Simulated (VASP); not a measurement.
Level of theory: PBEsol GGA, VASP's PBE PAW potentials (set 64) (plane waves; VASP).

Input for VASP

POSCAR:
```
Cs2O2
1
   -2.2188600000     3.2959330000     3.8695220000
    2.2188600000    -3.2959330000     3.8695220000
    2.2188600000     3.2959330000    -3.8695220000
Cs O
2 2
Direct
  0.2507290000   0.2639750000   0.0111160000
  0.7495570000   0.7404870000  -0.0006660000
  0.6113840000  -0.0151980000   0.6063390000
  0.3883300000   0.0107370000   0.3832120000
```

**KPOINTS**
```
Automatic
0
Gamma
  7 7 7
0 0 0
```

**INCAR**
```
SYSTEM = Cs2O2
PREC = Accurate
ENCUT = 400
EDIFF = 1E-6
NELM = 100
ALGO = Normal
LREAL = .FALSE.
LASPH = .TRUE.
ISMEAR = 0
SIGMA = 0.01
GGA = PS
LMAXMIX = 4
LWAVE = .FALSE.
LCHARG = .FALSE.
ISIF = 2
```

POTCAR, in this order: Cs_sv O (PBE.64 set). Program: vasp_std.

The resulting files:

File OSZICAR:
```
       N       E                     dE             d eps       ncg     rms          rms(c)
DAV:   1     0.195614432380E+03    0.19561E+03   -0.11986E+04  6544   0.111E+03
DAV:   2    -0.509077228844E+01   -0.20071E+03   -0.19563E+03  9431   0.241E+02
DAV:   3    -0.197823016040E+02   -0.14692E+02   -0.14601E+02  8598   0.774E+01
DAV:   4    -0.199216356609E+02   -0.13933E+00   -0.13920E+00  8976   0.793E+00
DAV:   5    -0.199225148287E+02   -0.87917E-03   -0.87908E-03  8562   0.617E-01    0.947E+00
DAV:   6    -0.167938861294E+02    0.31286E+01   -0.90837E+00  9392   0.245E+01    0.376E+00
DAV:   7    -0.166183290249E+02    0.17556E+00   -0.15163E+00  7960   0.693E+00    0.246E+00
DAV:   8    -0.165579445913E+02    0.60384E-01   -0.66009E-01  7695   0.526E+00    0.125E+00
DAV:   9    -0.165292827406E+02    0.28662E-01   -0.40131E-01  8814   0.322E+00    0.619E-01
DAV:  10    -0.165296452997E+02   -0.36256E-03   -0.11030E-01  7993   0.163E+00    0.340E-01
DAV:  11    -0.165283050048E+02    0.13403E-02   -0.17974E-02  7567   0.715E-01    0.592E-02
DAV:  12    -0.165285414795E+02   -0.23647E-03   -0.18649E-03  8738   0.211E-01    0.257E-02
DAV:  13    -0.165285831568E+02   -0.41677E-04   -0.15810E-04  7179   0.675E-02    0.891E-03
DAV:  14    -0.165285961157E+02   -0.12959E-04   -0.18156E-05  8013   0.256E-02    0.400E-03
DAV:  15    -0.165286005922E+02   -0.44765E-05   -0.68421E-06  7254   0.143E-02    0.229E-03
DAV:  16    -0.165286008606E+02   -0.26841E-06   -0.10461E-06  6955   0.558E-03
   1 F= -.16528601E+02 E0= -.16528601E+02  d E =-.484736E-35
```

**OUTCAR**
```
------------------------ aborting loop because EDIFF is reached ----------------------------------------
  FORCE on cell =-STRESS in cart. coord.  units (eV):
  Direction    XX          YY          ZZ          XY          YZ          ZX
  --------------------------------------------------------------------------------------
  Total       -3.1965500     -4.0288034     -3.5158720      0.1272982      0.2200736      0.0910343
  in kB      -45.2445738    -57.0244452    -49.7643176      1.8018031      3.1149634      1.2885161
  external PRESSURE =     -50.6777789 kB  Pullay stress =       0.0000000 kB
  volume of cell :      113.19
      direct lattice vectors                 reciprocal lattice vectors
    -2.218860000  3.295933000  3.869522000     0.000000000  0.151702113  0.129214926
     2.218860000 -3.295933000  3.869522000     0.225340941  0.000000000  0.129214926
     2.218860000  3.295933000 -3.869522000     0.225340941  0.151702113  0.000000000
 POSITION                                       TOTAL-FORCE (eV/Angst)
 -----------------------------------------------------------------------------------
      0.05406     -0.00702      1.94864        -0.084727      0.035434      0.263539
      2.19726      3.32363      1.89881         0.028060     -0.063033     -0.241415
      2.17394      0.76769      3.83023         0.142805     -1.068409      0.113001
      0.01247      2.50756      0.06135        -0.086137      1.096009     -0.135126
 -----------------------------------------------------------------------------------
    total drift:                                0.000202      0.000106     -0.000098
  FREE ENERGIE OF THE ION-ELECTRON SYSTEM (eV)
  ---------------------------------------------------
  free  energy   TOTEN  =       -16.5286008606 eV

  energy  without entropy=      -16.5286008606  energy(sigma->0) =      -16.52860086
```
(Selected blocks of OUTCAR.)

File OUTCAR:
```
 val. band max:        1.8456766965   @ k =   0.0000   0.0000   0.0000

 cond. band min:       3.4532069356   @ k =   0.1429  -0.1429   0.1429


 Fermi energy:         1.9295214128

 k-point     1 :       0.0000    0.0000    0.0000
  band No.  band energies     occupation
      1     -20.2114      2.00000
      2     -19.7678      2.00000
      3     -17.5798      2.00000
      4     -12.4642      2.00000
      5      -7.4501      2.00000
      6      -7.2514      2.00000
      7      -6.7086      2.00000
      8      -6.4969      2.00000
      9      -6.3914      2.00000
     10      -6.1946      2.00000
     11      -3.0862      2.00000
     12      -1.6167      2.00000
     13      -1.5439      2.00000
     14       1.2901      2.00000
     15       1.8457      2.00000
     16       3.5758      0.00000
     17       3.8683      0.00000
     18       4.8471      0.00000
     19       6.0078      0.00000

 k-point     2 :       0.1429    0.0000    0.0000
  band No.  band energies     occupation
      1     -20.1881      2.00000
      2     -19.7868      2.00000
      3     -17.5913      2.00000
      4     -12.4703      2.00000
      5      -7.3955      2.00000
      6      -7.1925      2.00000
      7      -6.7133      2.00000
      8      -6.5045      2.00000
      9      -6.4318      2.00000
     10      -6.2810      2.00000
     11      -3.0607      2.00000
     12      -1.5986      2.00000
     13      -1.5405      2.00000
     14       1.3222      2.00000
     15       1.7685      2.00000
     16       3.5598      0.00000
     17       4.2655      0.00000
     18       5.0473      0.00000
     19       6.0047      0.00000

 k-point     3 :       0.0000   -0.1429    0.1429
  band No.  band energies     occupation
      1     -20.1885      2.00000
      2     -19.7863      2.00000
      3     -17.5917      2.00000
      4     -12.4687      2.00000
      5      -7.3840      2.00000
      6      -7.2024      2.00000
      7      -6.7096      2.00000
...
```

At this cut-off the stress carries a Pulay error, which pulls relaxed volumes low. Unless said otherwise, spin-orbit coupling is left out, though it shifts the bands of the heavy elements here.

The structure comes from a computed database's Cs2O2 entry (Immm); how it stands against other phases isn't given here. The cell was not relaxed at this level, atoms are displaced from their ideal sites.
